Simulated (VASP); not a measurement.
VASP ran on this input.

### KPOINTS
```
Automatic mesh
0
Gamma
11 11 11
0 0 0
```

**INCAR**
```
SYSTEM = NiAl
PREC = Accurate
ENCUT = 520
EDIFF = 1E-6
NELM = 100
ALGO = Normal
LREAL = .FALSE.
LASPH = .TRUE.
ISMEAR = 1
SIGMA = 0.1
GGA = 91
LMAXMIX = 4
LWAVE = .FALSE.
LCHARG = .FALSE.
IBRION = 2
ISIF = 3
NSW = 60
EDIFFG = -0.01
```

**POSCAR**
```
NiAl
1
    2.8900000000     0.0000000000     0.0000000000
    0.0000000000     2.8900000000     0.0000000000
    0.0000000000     0.0000000000     2.8900000000
Al Ni
1 1
Direct
  0.5000000000   0.5000000000   0.5000000000
  0.0000000000   0.0000000000   0.0000000000
```

POTCAR, in this order: Al Ni (PBE.64 set). Program: vasp_std.

### Question
Translate this PW91 calculation to Quantum ESPRESSO's pw.x.

### Answer
One equivalent input (not run):
```
&CONTROL
  calculation = 'vc-relax'
  pseudo_dir = './pseudo'
  outdir = './out'
  tprnfor = .true.
  tstress = .true.
  nstep = 60
  forc_conv_thr = 0.00039
/
&SYSTEM
  ibrav = 0
  nat = 2
  ntyp = 2
  ecutwfc = 98
  occupations = 'smearing'
  smearing = 'methfessel-paxton'
  degauss = 0.00735
  input_dft = 'pw91'
/
&ELECTRONS
  conv_thr = 7.3e-08
  electron_maxstep = 100
/
&IONS
/
&CELL
/
ATOMIC_SPECIES
  Al 26.982 Al.upf
  Ni 58.693 Ni.upf
CELL_PARAMETERS angstrom
     2.8900000    0.0000000    0.0000000
     0.0000000    2.8900000    0.0000000
     0.0000000    0.0000000    2.8900000
ATOMIC_POSITIONS crystal
  Al   0.5000000  0.5000000  0.5000000
  Ni   0.0000000  0.0000000  0.0000000
K_POINTS automatic
  11 11 11 0 0 0
```
Limits of the translation: the potentials are each code's own (VASP's PAW set, PseudoDojo norm-conserving files in pw.x), so ENCUT and ecutwfc are chosen apart and not converted; conv_thr bounds pw.x's estimated SCF error, while EDIFF bounds the energy change between steps; forc_conv_thr acts on force components and is met together with etot_conv_thr.

The compound is NiAl in the CsCl type structure. This run relaxes it. Symmetry was kept, so distortions that lower it aren't found.
